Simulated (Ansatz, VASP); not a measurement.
ReS in VASP and in Ansatz

The input INCAR:

```
SYSTEM = ReS
PREC     = Accurate       ! precision mode
ENCUT    = 600            ! plane-wave cutoff, eV
EDIFF    = 1E-6           ! SCF threshold, eV
ISMEAR   = 0              ! smearing method
SIGMA    = 0.1            ! smearing width, eV
LREAL    = .FALSE.        ! projectors in reciprocal space
LASPH    = .TRUE.         ! aspherical terms in the spheres
NELM     = 60             ! most SCF steps
ALGO     = Normal         ! electronic algorithm
ISIF     = 3              ! what is computed and relaxed
LWAVE    = .FALSE.        ! write WAVECAR
LCHARG   = .FALSE.        ! write CHGCAR
GGA      = PE             ! functional
IBRION   = 2              ! ionic algorithm
NSW      = 100            ! ionic steps
EDIFFG   = -0.05          ! ionic threshold
```

File KPOINTS:

```
regular mesh
0
G
  8 8 8
  0 0 0
```

The input POSCAR:

```
ReS
1.0
    0.0000000000      2.3669614094      2.3669614094
    2.3669614094      0.0000000000      2.3669614094
    2.3669614094      2.3669614094      0.0000000000
Re S
1 1
Direct
    0.0000000000      0.0000000000      0.0000000000
    0.5000000000      0.5000000000      0.5000000000
```

Input for Ansatz:

```yaml
crystal:
  lattice:
    - [0.0, 2.3669614094, 2.3669614094]
    - [2.3669614094, 0.0, 2.3669614094]
    - [2.3669614094, 2.3669614094, 0.0]
  atoms:
    - { symbol: Re, position: [0.0, 0.0, 0.0] }
    - { symbol: S, position: [0.5, 0.5, 0.5] }
basis:
  ecutwfc: 420
kpoints:
  mp_grid: { grid: [8, 8, 8] }
hamiltonian:
  xc: pbe
scf:
  occupations: { method: gaussian, width: 0.1 }
output:
  forces: true
  stress: true
  eigenvalues: true
relax:
  adjacent_minimum: "off"
  f_tol: 0.05
  max_steps: 80
  cell: { stress_tol: 0.5 }
```

The cell was built by a generator and needn't be a form met in nature.

Alike in both runs: task relaxation of cell and atoms; functional PBE; k mesh 8 × 8 × 8; occupations gaussian, width 0.1 eV; no spin polarisation.

|  | VASP | Ansatz |
| --- | --- | --- |
| version | VASP 6.6.1 | Ansatz 0.2.0 |
| potentials or method | VASP PAW PBE potentials, release 64 (Re, S) | scalar-relativistic, plane waves, PAW |
| plane-wave cutoff (eV) | 600 | 420 |
| valence electrons in the cell | 13 | 21 |

```csv
,VASP,Ansatz,Ansatz less VASP
"gap on the k mesh at the Fermi level, each at its own relaxed structure (eV)",none,none,-
relaxed volume (Å³/atom),15.03,14.94,-0.089
relaxed cell length with the largest relative difference (Å),3.490,3.483,-0.0069
energy change over the relaxation (meV/atom),-161,-142,+19.0
```

A gap of «none» marks a metal or a gap that the smearing closes. The two sets of potentials don't hold the same shells in valence.

 Spin-orbit coupling is left out, which matters for the levels of Re.
